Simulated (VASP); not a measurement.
```
CELL_PARAMETERS angstrom
      2.04742    -3.54623     0.00000
      2.04742     3.54623     0.00000
      0.00000     0.00000     7.45525
ATOMIC_POSITIONS crystal
  Mg 0.00000 0.00000 0.00000
  I  0.33333 0.66667 0.21954
  I  0.66667 0.33333 0.78046
```

Computed with revTPSS meta-GGA, VASP's PBE PAW potentials (set 64) (plane waves; VASP). Run with 520 eV cut-off, 6×6×3 Γ-centred mesh, Gaussian smearing of 0.050 eV, potentials Mg I.

Without a dispersion term in the relaxation, distances and binding between the weakly bound layers, chains or molecules are unreliable, and so is what depends on them.

Question: The ions and cell shape at fixed volume are relaxed. What does this cell relax into?

Answer: 
```
CELL_PARAMETERS angstrom
      2.08008    -3.60281     0.00000
      2.08008     3.60281     0.00000
      0.00000     0.00000     7.22297
ATOMIC_POSITIONS crystal
  Mg 0.00000 0.00000 0.00000
  I  0.33333 0.66667 0.23128
  I  0.66667 0.33333 0.76872
```
Space group P-3m1 (164), at a tolerance of 0.03 Å.

Question: How much energy does the relaxation gain?

Answer: The energy (σ→0) changes by -10.0 meV/atom, in 7 ionic steps.

The compound is MgI2 in the 1T layered structure. This cell is one point of a volume scan, at 0.94 of the reference volume. Symmetry was kept, so distortions that lower it aren't found.
